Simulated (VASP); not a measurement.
All values below come from PBE GGA with D4 dispersion, VASP's PBE PAW potentials (set 64) (plane waves; VASP 6.6.1).

VASP ran on this input.

File KPOINTS:
```
Automatic mesh
0
Gamma
18 18 18
0 0 0
```

**POSCAR**
```
Ni
1.0
  0.0000000000   1.7573122522   1.7573122522
  1.7573122522   0.0000000000   1.7573122522
  1.7573122522   1.7573122522   0.0000000000
Ni
1
direct
  0.0000000000   0.0000000000   0.0000000000
```

INCAR:
```
ALGO = Normal
EDIFF = 1E-7
ENCUT = 520
GGA = PE
ISIF = 2
ISMEAR = 1
ISPIN = 2
IVDW = 13
LASPH = .TRUE.
LCHARG = .FALSE.
LMAXMIX = 4
LORBIT = 10
LREAL = .FALSE.
LWAVE = .FALSE.
MAGMOM = 0.6
NELM = 100
PREC = Accurate
SIGMA = 0.1
SYSTEM = Ni
```

POTCAR, in this order: Ni (PBE.64 set). Program: vasp_std.

Output

File OSZICAR:
```
       N       E                     dE             d eps       ncg     rms          rms(c)
DAV:   1     0.225205705599E+02    0.22521E+02   -0.48615E+03  7212   0.143E+03
DAV:   2    -0.606905190959E+01   -0.28590E+02   -0.27545E+02  7101   0.163E+02
DAV:   3    -0.649064181096E+01   -0.42159E+00   -0.42111E+00  8152   0.267E+01
DAV:   4    -0.649454875736E+01   -0.39069E-02   -0.39066E-02  7974   0.224E+00
DAV:   5    -0.649464952924E+01   -0.10077E-03   -0.10077E-03  8156   0.314E-01    0.995E+00
DAV:   6    -0.581262814720E+01    0.68202E+00   -0.16908E+01  7368   0.668E+01    0.593E+00
DAV:   7    -0.549028501109E+01    0.32234E+00   -0.28142E+00  7405   0.257E+01    0.194E+00
DAV:   8    -0.547460922227E+01    0.15676E-01   -0.22088E-02  9937   0.175E+00    0.939E-01
DAV:   9    -0.547231970343E+01    0.22895E-02   -0.17454E-03 10318   0.423E-01    0.250E-01
DAV:  10    -0.547180444913E+01    0.51525E-03   -0.69429E-04  8910   0.221E-01    0.385E-02
DAV:  11    -0.547181043737E+01   -0.59882E-05   -0.15681E-05  9112   0.487E-02    0.334E-02
DAV:  12    -0.547181125348E+01   -0.81611E-06   -0.96032E-07  8712   0.119E-02    0.794E-03
DAV:  13    -0.547181149092E+01   -0.23743E-06   -0.36598E-07  6405   0.624E-03    0.227E-03
DAV:  14    -0.547181147029E+01    0.20625E-07   -0.13376E-08  3646   0.147E-03
   1 F= -.59276371E+01 E0= -.59277675E+01  d E =0.391364E-03  mag=     0.6163
```

OUTCAR:
```
------------------------ aborting loop because EDIFF is reached ----------------------------------------
  Edisp (eV):   -0.45583
  FORCE on cell =-STRESS in cart. coord.  units (eV):
  Direction    XX          YY          ZZ          XY          YZ          ZX
  --------------------------------------------------------------------------------------
  Total      -0.39577    -0.39577    -0.39577     0.00000     0.00000    -0.00000
  in kB     -58.42236   -58.42236   -58.42236     0.00000     0.00000    -0.00000
  external pressure =      -58.42 kB  Pullay stress =        0.00 kB
  volume of cell :       10.85
      direct lattice vectors                 reciprocal lattice vectors
     0.000000000  1.757312252  1.757312252    -0.284525416  0.284525416  0.284525416
     1.757312252  0.000000000  1.757312252     0.284525416 -0.284525416  0.284525416
     1.757312252  1.757312252  0.000000000     0.284525416  0.284525416 -0.284525416
 POSITION                                       TOTAL-FORCE (eV/Angst)
 -----------------------------------------------------------------------------------
      0.00000      0.00000      0.00000         0.000000      0.000000      0.000000
 -----------------------------------------------------------------------------------
    total drift:                                0.000000     -0.000000      0.000000
  FREE ENERGIE OF THE ION-ELECTRON SYSTEM (eV)
  ---------------------------------------------------
  free  energy   TOTEN  =        -5.9276370689 eV

  energy  without entropy=       -5.9280284328  energy(sigma->0) =       -5.92776752

 total charge

# of ion       s       p       d       tot
------------------------------------------
    1        0.498   0.500   8.316   9.314

 magnetization (x)

# of ion       s       p       d       tot
------------------------------------------
    1       -0.007  -0.025   0.659   0.628
```
(Selected blocks of OUTCAR.)

The compound is Ni in the fcc structure. This cell is one point of a volume scan, at 1.03 of the reference volume.
